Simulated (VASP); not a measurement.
Data:

```
AlN
1.0
    1.55500    -2.69334     0.00000
    1.55500     2.69334     0.00000
    0.00000     0.00000     4.98000
Al N
2 2
Cartesian
  1.55500  -0.89778   2.49000
  1.55500   0.89778   0.00000
  1.55500  -0.89778   4.39236
  1.55500   0.89778   1.90236
```

Computed with PBE GGA, VASP's PBE PAW potentials (set 64) (plane waves; VASP). Numerical set-up: 520 eV cut-off, 9×9×5 Γ-centred mesh, Gaussian smearing of 0.050 eV, potentials Al_GW N.

Task: Estimate the energy per atom (σ→0), pressure, band gap (on the k-mesh) with the smallest direct gap where there is one.

Result: 
```json
{
 "band gap (on the k-mesh)": "4.21 eV",
 "smallest direct gap (on the k-mesh)": "4.21 eV",
 "energy per atom (σ→0)": "-7453 meV/atom",
 "pressure": "3.58 GPa"
}
```

The absolute energy has meaning only against runs of the same code, potentials and settings.

The compound is AlN in the wurtzite structure. The cell was not relaxed at this level. The run is one of a series of settings (POTCAR Al_GW N (PBE.64 set) against the base run), some of them coarse on purpose.
